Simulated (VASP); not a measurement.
Consider the following.

```
CELL_PARAMETERS angstrom
      0.00000     2.59051     2.59051
      2.59051     0.00000     2.59051
      2.59051     2.59051     0.00000
ATOMIC_POSITIONS crystal
  Be 0.00000 0.00000 0.00000
  Se 0.25000 0.25000 0.25000
```

Computed with PBE GGA with spin-orbit coupling, VASP's PBE PAW potentials (set 64) (plane waves; VASP). Numerical set-up: 400 eV cut-off, 8×8×8 Γ-centred mesh, Gaussian smearing of 0.050 eV, potentials Be Se.

### Question
Give the energies of bands 3 to 15 at the high-symmetry points, in eV from the valence-band maximum.

### Answer

| band | Γ | X | U | L | W |
|---|---|---|---|---|---|
| 3 | -0.43 | -5.12 | -4.76 | -5.72 | -4.55 |
| 4 | -0.43 | -5.12 | -4.66 | -5.72 | -4.39 |
| 5 | 0.00 | -2.81 | -4.11 | -1.31 | -3.94 |
| 6 | 0.00 | -2.81 | -3.99 | -1.31 | -3.75 |
| 7 | 0.00 | -2.63 | -2.29 | -1.07 | -3.33 |
| 8 | 0.00 | -2.63 | -2.29 | -1.07 | -3.31 |
| 9 | 4.07 | 2.53 | 3.62 | 4.12 | 5.97 |
| 10 | 4.07 | 2.53 | 3.63 | 4.12 | 5.98 |
| 11 | 4.86 | 4.07 | 6.61 | 5.81 | 6.91 |
| 12 | 4.86 | 4.07 | 6.67 | 5.81 | 6.91 |
| 13 | 4.88 | 11.31 | 9.43 | 5.83 | 7.23 |
| 14 | 4.88 | 11.31 | 9.44 | 5.83 | 7.23 |
| 15 | 4.88 | 11.47 | 9.75 | 9.81 | 7.69 |

The gap is indirect, 2.53 eV, from the valence maximum at Γ to the conduction minimum at X.

Measured: gap 4.00 eV (computed value off by -1.47 eV), as given by Das et al., (2018), arXiv:1807.05623.

The compound is BeSe in the zinc blende structure. It was relaxed first.
